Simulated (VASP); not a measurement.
Data:

```
CuZn
1.0
    2.99277     0.00000     0.00000
    0.00000     2.99277     0.00000
    0.00000     0.00000     2.99277
Zn Cu
1 1
Cartesian
  1.49639   1.49639   1.49639
  0.00000   0.00000   0.00000
```

These are PBE GGA, VASP's PBE PAW potentials (set 64) (plane waves; VASP) values and carry that method's errors. Numerical set-up: 300 eV cut-off, 7×7×7 Γ-centred mesh, Gaussian smearing of 0.27 eV, potentials Zn Cu.

At this cut-off the stress carries a Pulay error, which pulls relaxed volumes low.

Q: Give the stress tensor in GPa (positive for a compressed cell).

A: 
```
-4.23   0.00   0.00
 0.00  -4.23   0.00
 0.00   0.00  -4.23
```
The pressure is its mean diagonal, -4.23 GPa.

The structure is a typed CuZn crystal. The cell was not relaxed at this level. The electron count is odd and the run is not spin-polarised, which forces a metal.
